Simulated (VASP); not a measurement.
Write the native input for VASP 6.6.1 that does the following.

```
Task                   : relaxation of cell and atoms
Functional             : LDA
Potentials or basis    : VASP PAW LDA potentials, release 64 (Ag)
Cutoff                 : 600 eV
k mesh                 : 18 × 18 × 10
Occupations            : gaussian, width 0.1 eV
Spin                   : no spin polarisation
Dipole correction      : no
Further INCAR settings : ALGO = Fast; EDIFF = 1e-06; IBRION = 2; EDIFFG = -0.005; NSW = 100; ISIF = 3
```

The structure of Ag lies in POSCAR:

```
Ag
1.0
    2.8180828051      0.0000000000      0.0000000000
   -1.4090414025      2.4405312992      0.0000000000
    0.0000000000      0.0000000000      4.6672283609
Ag
2
Direct
    0.3333333333      0.6666666667      0.2500000000
    0.6666666667      0.3333333333      0.7500000000
```

This isn't the form of Ag at room conditions, which is fcc.

These files were run (other wordings do the same):

INCAR

```
SYSTEM = Ag
PREC = Accurate
ENCUT = 600
EDIFF = 1E-6
ISMEAR = 0
SIGMA = 0.1
LREAL = .False.
LASPH = .True.
NELM = 100
ALGO = Fast
ISIF = 3
LWAVE = .False.
LCHARG = .False.
IBRION = 2
NSW = 100
EDIFFG = -0.005
```

KPOINTS

```
Automatic mesh
0
Gamma
  18 18 10
  0 0 0
```

Potentials or basis: VASP PAW LDA potentials, release 64 (Ag).

Launch:

```console
$ cat potpaw_LDA.64/Ag/POTCAR > POTCAR
$ mpirun -np 1 vasp_std > vasp.out
```

It gave:

```
Relaxed volume                         : 16.06 Å³/atom
Relaxed cell                           : a = 2.830 Å, b = 2.830 Å, c = 4.633 Å, α = 90.00°, β = 90.00°, γ = 120.00°
Space group after relaxing (to 0.05 Å) : P6_3/mmc (No. 194)
Energy gained by relaxing              : 0.5 meV/atom
Ionic steps                            : 6
Pressure after relaxing                : 0.0 GPa
Band gap on the k mesh                 : none (metal or under the smearing width)
```

It took 100 s on 1 thread of Intel(R) Xeon(R) 6975P-C (Granite Rapids), on a shared host, peak memory 0.24 GiB.
